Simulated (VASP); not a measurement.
A cell of Au (fcc) near equilibrium:

```yaml
crystal:
  lattice:
    - [0.00000, 2.06268, 2.06268]
    - [2.06268, 0.00000, 2.06268]
    - [2.06268, 2.06268, 0.00000]
  atoms:
    - { symbol: Au, position: [0.00000, 0.00000, 0.00000] }
```

Calculation: r2SCAN meta-GGA, VASP's PBE PAW potentials (set 64) (plane waves; VASP).

| run | ΔE (meV/atom) | σxx | σyy | σzz | largest shear component, with its sign (GPa) | largest force (eV/Å) |
|---|---|---|---|---|---|---|
| as it is | 0.0 | 0.07 | 0.07 | 0.07 | 0.00 | 0.000 |
| after one change | 2.1 | -2.40 | -1.87 | -1.87 | 0.00 | 0.000 |
Stress is in GPa, positive when the cell is compressed.

Question: Which change was made?
A. biaxial strain of -4.0 % in the xy plane
B. isotropic strain of -3.0 %
C. uniaxial strain of -3.0 % along x
D. uniaxial strain of +1.5 % along x

Answer: D, uniaxial strain of +1.5 % along x

The compound is Au in the fcc structure.
